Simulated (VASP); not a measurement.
Wanted: the native input for a VASP 6.6.1 run.

```
Task                   : single point
Functional             : PBE
Dispersion             : D3(BJ)
Potentials or basis    : VASP PAW PBE potentials, release 64 (Si, H, N, C)
Cutoff                 : 400 eV
k mesh                 : 1 × 1 × 1
Occupations            : gaussian, width 0.05 eV
Spin                   : no spin polarisation
Further INCAR settings : LREAL = Auto; ALGO = Fast; EDIFF = 1e-07; ISYM = 0
```

The structure of Si48H21CN lies in POSCAR:

```
Si48H21CN
1.0
    7.6805938572      7.6805938572      0.0000000000
   -7.6805938572      7.6805938572      0.0000000000
    0.0000000000      0.0000000000     23.4276500000
Si H N C
48 21 1 1
Direct
    0.7005149941      0.2994850059      0.4169282877
    0.7994850059      0.7005149941      0.4169282877
    0.0494850059      0.9505149941      0.4451001274
    0.2994850059      0.2005149941      0.4169282877
    0.9505149941      0.5494850059      0.4451001274
    0.2005149941      0.7994850059      0.4169282877
    0.4505149941      0.0494850059      0.4451001274
    0.5494850059      0.4505149941      0.4451001274
    0.8750000000      0.3750000000      0.3773276449
    0.8750000000      0.8750000000      0.3773276449
    0.1250000000      0.1250000000      0.3773276449
    0.3750000000      0.3750000000      0.3773276449
    0.1250000000      0.6250000000      0.3773276449
    0.3750000000      0.8750000000      0.3773276449
    0.6250000000      0.1250000000      0.3773276449
    0.6250000000      0.6250000000      0.3773276449
    0.0000000000      0.2500000000      0.3193726217
    0.0000000000      0.7500000000      0.3193726217
    0.2500000000      0.0000000000      0.3193726217
    0.5000000000      0.2500000000      0.3193726217
    0.2500000000      0.5000000000      0.3193726217
    0.5000000000      0.7500000000      0.3193726217
    0.7500000000      0.0000000000      0.3193726217
    0.7500000000      0.5000000000      0.3193726217
    0.8750000000      0.1250000000      0.2614175984
    0.8750000000      0.6250000000      0.2614175984
    0.1250000000      0.8750000000      0.2614175984
    0.3750000000      0.1250000000      0.2614175984
    0.1250000000      0.3750000000      0.2614175984
    0.3750000000      0.6250000000      0.2614175984
    0.6250000000      0.8750000000      0.2614175984
    0.6250000000      0.3750000000      0.2614175984
    0.7500000000      0.2500000000      0.2034625752
    0.7500000000      0.7500000000      0.2034625752
    0.0000000000      0.0000000000      0.2034625752
    0.2500000000      0.2500000000      0.2034625752
    0.0000000000      0.5000000000      0.2034625752
    0.2500000000      0.7500000000      0.2034625752
    0.5000000000      0.0000000000      0.2034625752
    0.5000000000      0.5000000000      0.2034625752
    0.8750000000      0.3750000000      0.1455075520
    0.8750000000      0.8750000000      0.1455075520
    0.1250000000      0.1250000000      0.1455075520
    0.3750000000      0.3750000000      0.1455075520
    0.1250000000      0.6250000000      0.1455075520
    0.3750000000      0.8750000000      0.1455075520
    0.6250000000      0.1250000000      0.1455075520
    0.6250000000      0.6250000000      0.1455075520
    0.9516281893      0.2983718107      0.1067115140
    0.7983718107      0.4516281893      0.1067115140
    0.9516281893      0.7983718107      0.1067115140
    0.7983718107      0.9516281893      0.1067115140
    0.2016281893      0.0483718107      0.1067115140
    0.0483718107      0.2016281893      0.1067115140
    0.4516281893      0.2983718107      0.1067115140
    0.2983718107      0.4516281893      0.1067115140
    0.2016281893      0.5483718107      0.1067115140
    0.0483718107      0.7016281893      0.1067115140
    0.4516281893      0.7983718107      0.1067115140
    0.2983718107      0.9516281893      0.1067115140
    0.7016281893      0.0483718107      0.1067115140
    0.5483718107      0.2016281893      0.1067115140
    0.7016281893      0.5483718107      0.1067115140
    0.5483718107      0.7016281893      0.1067115140
    0.3338071475      0.7811921552      0.5074548063
    0.2438706342      0.6604907395      0.5036917290
    0.0673266064      0.7813819360      0.5257786134
    0.1757170560      0.7940293713      0.5821864452
    0.1644311319      0.9116519347      0.5298399763
    0.2468183091      0.7531816909      0.4984677724
    0.1597484893      0.8125401905      0.5366334325
```

The cell was built by a generator and needn't be a form met in nature.

The input as run:

INCAR

```
SYSTEM = Si48H21CN
ALGO     = Fast           ! electronic algorithm
EDIFF    = 1E-7           ! SCF threshold, eV
ENCUT    = 400            ! plane-wave cutoff, eV
GGA      = PE             ! functional
ISIF     = 2              ! what is computed and relaxed
ISMEAR   = 0              ! smearing method
ISYM     = 0            
IVDW     = 12             ! dispersion correction
LASPH    = .True.         ! aspherical terms in the spheres
LCHARG   = .False.        ! write CHGCAR
LREAL    = Auto         
LWAVE    = .False.        ! write WAVECAR
NCORE    = 4            
NELM     = 80             ! most SCF steps
PREC     = Accurate       ! precision mode
SIGMA    = 0.05           ! smearing width, eV
```

KPOINTS

```
k-points
0
Gamma
  1 1 1
  0 0 0
```

Potentials or basis: VASP PAW PBE potentials, release 64 (Si, H, N, C).

Launch:

```sh
$ cat potpaw_PBE.64/Si/POTCAR potpaw_PBE.64/H/POTCAR potpaw_PBE.64/N/POTCAR potpaw_PBE.64/C/POTCAR > POTCAR
$ mpirun -np 8 vasp_gam > vasp.out
```

It gave:

| Property | Result |
| --- | --- |
| Largest force | 2.221 eV/Å |
| Band gap on the k mesh | 0.18 eV, direct |
| Dispersion energy per atom | -0.183 eV |

Run time: 100 s on 8 MPI ranks on Intel(R) Xeon(R) Platinum 8488C (Sapphire Rapids), with other jobs on the host, peak memory 0.36 GiB a rank.
